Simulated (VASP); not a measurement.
Input:

```xyz
2
Lattice="0.0000 3.0965 3.0965 3.0965 0.0000 3.0965 3.0965 3.0965 0.0000" Properties=species:S:1:pos:R:3 pbc="T T T"
Pb     0.0000     0.0000     0.0000
Se     3.0965     3.0965     3.0965
```

Calculation: TPSS meta-GGA, VASP's PBE PAW potentials (set 64) (plane waves; VASP). Run with 520 eV cut-off, 8×8×8 Γ-centred mesh, tetrahedra with Blöchl corrections, potentials Pb_d Se.

Unless said otherwise, spin-orbit coupling is left out, though it shifts the bands of the heavy elements here.

Task: Give the energies of bands 7 to 13 at the high-symmetry points, in eV from the valence-band maximum.

Result: 
```json
[
 {"band": "7", "Γ": "-6.28", "X": "-7.24", "U": "-7.85", "L": "-8.58", "W": "-7.83"},
 {"band": "8", "Γ": "-1.70", "X": "-4.74", "U": "-4.34", "L": "-1.34", "W": "-4.00"},
 {"band": "9", "Γ": "-1.70", "X": "-3.02", "U": "-2.53", "L": "-1.34", "W": "-4.00"},
 {"band": "10", "Γ": "-1.70", "X": "-3.02", "U": "-2.24", "L": "0.00", "W": "-0.71"},
 {"band": "11", "Γ": "4.80", "X": "3.80", "U": "3.47", "L": "0.44", "W": "2.08"},
 {"band": "12", "Γ": "4.80", "X": "5.64", "U": "4.14", "L": "1.93", "W": "4.99"},
 {"band": "13", "Γ": "4.80", "X": "5.64", "U": "5.45", "L": "1.93", "W": "4.99"}
]
```

The gap is direct, 0.44 eV, from the valence maximum at L to the conduction minimum at L.

The compound is PbSe in the rock salt structure. It was relaxed first.
